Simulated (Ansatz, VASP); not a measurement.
## Two plane-wave programs on Ga3Cl2

Contents of INCAR:

```
  PREC = Accurate
  ENCUT = 520
  EDIFF = 1E-6
  ISMEAR = 0
  SIGMA = 0.1
  LREAL = F
  LASPH = T
  NELM = 80
  ALGO = Normal
  ISIF = 2
  LWAVE = F
  LCHARG = F
  GGA = PE
  NBANDS = 34
```

KPOINTS

```
regular mesh
0
Gamma
  6 6 4
```

POSCAR

```
Ga3Cl2
1.0
    4.2330263853      0.0000000000      0.0000000000
   -2.1165131926      3.6659083845      0.0000000000
    0.0000000000      0.0000000000      6.5859014573
Ga Cl
3 2
Direct
    0.0000000000      0.0000000000      0.0000000000
    0.3333333333      0.6666666667      0.6450000000
    0.6666666667      0.3333333333      0.3550000000
    0.3333333333      0.6666666667      0.2450000000
    0.6666666667      0.3333333333      0.7550000000
```

Input for Ansatz:

```yaml
crystal:
  lattice:
    - [4.2330263853, 0.0, 0.0]
    - [-2.1165131926, 3.6659083845, 0.0]
    - [0.0, 0.0, 6.5859014573]
  atoms:
    - { symbol: Ga, position: [0.0, 0.0, 0.0] }
    - { symbol: Ga, position: [0.3333333333, 0.6666666667, 0.645] }
    - { symbol: Ga, position: [0.6666666667, 0.3333333333, 0.355] }
    - { symbol: Cl, position: [0.3333333333, 0.6666666667, 0.245] }
    - { symbol: Cl, position: [0.6666666667, 0.3333333333, 0.755] }
basis:
  ecutwfc: 420
kpoints:
  mp_grid: { grid: [6, 6, 4] }
hamiltonian:
  xc: pbe
scf:
  occupations: { method: gaussian, width: 0.1 }
  lower_state_search: "off"
output:
  forces: true
  stress: true
  eigenvalues: true
```

Alike in both runs: task single point; functional PBE; k mesh 6 × 6 × 4; occupations gaussian, width 0.1 eV; no spin polarisation.

```csv
,VASP,Ansatz
version,VASP 6.6.1,Ansatz 0.2.0
potentials or method,"VASP PAW PBE potentials, release 64 (Ga_d, Cl)","scalar-relativistic, plane waves, PAW"
plane-wave cutoff (eV),520,420
valence electrons in the cell,53,53
```

Ansatz gave:

- gap on the k mesh at the Fermi level (eV): none
- pressure (GPa): 17.9
- largest component of the traceless stress (GPa): 0.44
- rms of the force components (eV/Å): 0.685

Estimate VASP's values.

gap on the k mesh at the Fermi level (eV): none; pressure (GPa): 18.0; largest component of the traceless stress (GPa): 0.47; rms of the force components (eV/Å): 0.691.

Atom by atom the forces differ by 0.006 eV/Å (rms over components). A gap of «none» marks a metal or a gap that the smearing closes. The functional is the same, so the differences come from potentials, cutoffs and numerics.

Caveats: so large a pressure means that the cell lies far from this level's equilibrium, or that cutoff or potentials fall short (VASP); an odd number of electrons without spin polarisation forces a metal; a magnetic or distorted state may lie lower.
